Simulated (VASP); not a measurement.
Consider the following.

```xyz
2
Lattice="0.0000 3.2350 3.2350 3.2350 0.0000 3.2350 3.2350 3.2350 0.0000" Properties=species:S:1:pos:R:3 pbc="T T T"
Na     0.0000     0.0000     0.0000
I      3.2350     3.2350     3.2350
```

Level of theory: PBE GGA, VASP's PBE PAW potentials (set 64) (plane waves; VASP). Settings: 300 eV cut-off, 9×9×9 Γ-centred mesh, Fermi-Dirac smearing of 0.050 eV, potentials Na_pv I.

Unless said otherwise, spin-orbit coupling is left out, though it shifts the bands of the heavy elements here.

Give the energies of bands 5 to 10 at the high-symmetry points, in eV from the valence-band maximum.

```
band     Γ      X      U      L      W
----  ----  -----  -----  -----  -----
5     0.00  -1.91  -1.64  -2.19  -1.41
6     0.00  -0.74  -1.34  -0.28  -1.41
7     0.00  -0.74  -0.60  -0.28  -0.93
8     3.64   4.49   5.21   5.09   5.82
9     7.93   5.55   6.68   7.45   7.48
10    7.93   9.88   8.69   7.45   7.48
```

The gap is direct, 3.64 eV, from the valence maximum at Γ to the conduction minimum at Γ.

The structure is a typed NaI crystal (Fm-3m). The cell was not relaxed at this level.
